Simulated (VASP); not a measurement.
Input of a VASP 6.6.1 run:

The input INCAR:

```
SYSTEM = Ir12CO
PREC = Accurate
ENCUT = 520
EDIFF = 1E-7
ISMEAR = 0
SIGMA = 0.1
LREAL = .False.
LASPH = .True.
NELM = 100
ALGO = Fast
ISIF = 2
LWAVE = .False.
LCHARG = .False.
LDIPOL = .True.
IDIPOL = 3
DIPOL = 0.5 0.5 0.316
GGA = PE
NBANDS = 72
```

The input KPOINTS:

```
Automatic mesh
0
Gamma
  6 6 1
  0 0 0
```

File POSCAR:

```
Ir12CO
1.0
    5.4739356551      0.0000000000      0.0000000000
   -2.7369678276      4.7405673360      0.0000000000
    0.0000000000      0.0000000000     22.3428625878
Ir C O
12 1 1
Direct
    0.3333333333      0.1666666667      0.1790280894
    0.3333333333      0.6666666667      0.1790280894
    0.8333333333      0.1666666667      0.1790280894
    0.8333333333      0.6666666667      0.1790280894
    0.1666666667      0.3333333333      0.2762161752
    0.1666666667      0.8333333333      0.2762161752
    0.6666666667      0.3333333333      0.2762161752
    0.6666666667      0.8333333333      0.2762161752
    0.0000000000      0.0000000000      0.3734016872
    0.0000000000      0.5000000000      0.3734016872
    0.5000000000      0.0000000000      0.3734016872
    0.5000000000      0.5000000000      0.3734016872
    0.0000000000      0.0000000000      0.5269182739
    0.0000000000      0.0000000000      0.5788364198
```

Potentials or basis: VASP PAW PBE potentials, release 64 (Ir, C, O).

Launch:

```sh
$ cat potpaw_PBE.64/Ir/POTCAR potpaw_PBE.64/C/POTCAR potpaw_PBE.64/O/POTCAR > POTCAR
$ mpirun -np 1 vasp_std > vasp.out
```

(1) Estimate the band gap on the k mesh.

(2) Estimate the largest force.

## Answers

(1) none (metal or under the smearing width).

(2) 1.742 eV/Å.

Caveat: the standard files for N, O and F lose accuracy on very short bonds.
